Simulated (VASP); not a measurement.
Level of theory: PBE GGA + U (Dudarev), VASP's PBE PAW potentials (set 64) (plane waves; VASP 6.6.1).

The input files of a VASP run:

**POSCAR**
```
MnF2
1
    4.9644515428    -0.0000000000     0.0000000000
   -0.0000000000     4.9644515428     0.0000000000
    0.0000000000     0.0000000000     3.3579407992
Mn F
2 4
Direct
  0.0000000000   0.0000000000   0.0000000000
  0.5000000000   0.5000000000   0.5000000000
  0.3052854794   0.3052854794   0.0000000000
  0.8052854794   0.1947145206   0.5000000000
  0.1947145206   0.8052854794   0.5000000000
  0.6947145206   0.6947145206   0.0000000000
```

INCAR:
```
SYSTEM = MnF2
PREC = Accurate; ENCUT = 520; LREAL = .False.
LASPH = .True.
EDIFF = 1E-6; NELM = 100; ALGO = Normal
LMAXMIX = 4
ISMEAR = 0; SIGMA = 0.05
GGA = PE
MAGMOM = 4.7 -4.7 0.0 0.0 0.0 0.0
ISPIN = 2
LDAUL = 2 -1
LDAUU = 3.9 0
LDAUJ = 0 0
LDAU = .True.; LDAUTYPE = 2; LDAUPRINT = 1
ISIF = 2
LWAVE = .False.; LCHARG = .False.; LORBIT = 11
```

**KPOINTS**
```
Regular mesh
0
gamma
6 6 8
```

POTCAR, in this order: Mn_pv F (PBE.64 set). Program: vasp_std.

Output of the run:

File OSZICAR:
```
       N       E                     dE             d eps       ncg     rms          rms(c)
DAV:   1     0.711435146639E+03    0.71144E+03   -0.31431E+04  6608   0.189E+03
DAV:   2     0.333521378211E+02   -0.67808E+03   -0.65658E+03  7272   0.541E+02
DAV:   3    -0.371173470652E+02   -0.70469E+02   -0.69967E+02  7200   0.184E+02
DAV:   4    -0.388476024167E+02   -0.17303E+01   -0.17267E+01  7632   0.301E+01
DAV:   5    -0.388779080081E+02   -0.30306E-01   -0.30302E-01  6896   0.438E+00    0.196E+01
DAV:   6    -0.368616729102E+02    0.20162E+01   -0.26859E+01  6840   0.386E+01    0.145E+01
DAV:   7    -0.376363889594E+02   -0.77472E+00   -0.21281E+00  7768   0.143E+01    0.949E+00
DAV:   8    -0.358423865639E+02    0.17940E+01   -0.12835E+00  7848   0.111E+01    0.408E+00
DAV:   9    -0.379236587592E+02   -0.20813E+01   -0.38920E-01  8080   0.800E+00    0.957E-01
DAV:  10    -0.379366168682E+02   -0.12958E-01   -0.69218E-02  6720   0.248E+00    0.369E-01
DAV:  11    -0.379383751088E+02   -0.17582E-02   -0.66007E-03  7616   0.575E-01    0.121E-01
DAV:  12    -0.379388200016E+02   -0.44489E-03   -0.80870E-04  7560   0.215E-01    0.583E-02
DAV:  13    -0.379388170424E+02    0.29591E-05   -0.66302E-05  7480   0.701E-02    0.586E-02
DAV:  14    -0.379388238729E+02   -0.68304E-05   -0.13538E-04  7152   0.663E-02    0.286E-02
DAV:  15    -0.379388304524E+02   -0.65796E-05   -0.90196E-06  7064   0.226E-02    0.546E-03
DAV:  16    -0.379388305371E+02   -0.84724E-07   -0.30241E-07  4536   0.586E-03
   1 F= -.37938831E+02 E0= -.37938831E+02  d E =-.268094E-15  mag=     0.0000
```

File OUTCAR:
```
------------------------ aborting loop because EDIFF is reached ----------------------------------------
  FORCE on cell =-STRESS in cart. coord.  units (eV):
  Direction    XX          YY          ZZ          XY          YZ          ZX
  --------------------------------------------------------------------------------------
  Total       -0.1084171     -0.1084171     -0.2562129      0.0000000      0.0000000      0.0000000
  in kB       -2.0989059     -2.0989059     -4.9601640      0.0000000      0.0000000      0.0000000
  external PRESSURE =      -3.0526586 kB  Pullay stress =       0.0000000 kB
  volume of cell :       82.76
      direct lattice vectors                 reciprocal lattice vectors
     4.964451543  0.000000000  0.000000000     0.201432120  0.000000000  0.000000000
     0.000000000  4.964451543  0.000000000     0.000000000  0.201432120  0.000000000
     0.000000000  0.000000000  3.357940799     0.000000000  0.000000000  0.297801558
 POSITION                                       TOTAL-FORCE (eV/Angst)
 -----------------------------------------------------------------------------------
      0.00000      0.00000      0.00000         0.000000      0.000000      0.000000
      2.48223      2.48223      1.67897         0.000000      0.000000      0.000000
      1.51557      1.51557      0.00000        -0.011990     -0.011990      0.000000
      3.99780      0.96665      1.67897        -0.011990      0.011990     -0.000000
      0.96665      3.99780      1.67897         0.011990     -0.011990      0.000000
      3.44888      3.44888      0.00000         0.011990      0.011990     -0.000000
 -----------------------------------------------------------------------------------
    total drift:                               -0.000000      0.000000     -0.000000
  FREE ENERGIE OF THE ION-ELECTRON SYSTEM (eV)
  ---------------------------------------------------
  free  energy   TOTEN  =       -37.9388305371 eV

  energy  without entropy=      -37.9388305371  energy(sigma->0) =      -37.93883054

 total charge

# of ion       s       p       d       tot
------------------------------------------
    1        0.154   6.131   4.933  11.218
    2        0.154   6.131   4.933  11.218
    3        1.733   4.367   0.000   6.100
    4        1.733   4.367   0.000   6.100
    5        1.733   4.367   0.000   6.100
    6        1.733   4.367   0.000   6.100
--------------------------------------------------
tot          7.240  29.729   9.865  46.835

 magnetization (x)

# of ion       s       p       d       tot
------------------------------------------
    1        0.019   0.017   4.641   4.677
    2       -0.019  -0.017  -4.641  -4.677
    3       -0.002  -0.015   0.000  -0.017
    4        0.002   0.015   0.000   0.017
    5        0.002   0.015   0.000   0.017
    6       -0.002  -0.015   0.000  -0.017
--------------------------------------------------
tot          0.000   0.000   0.000   0.000
```
(Selected blocks of OUTCAR.)

The compound is MnF2 in the rutile structure. It was relaxed first, which changed the volume by +5 %.
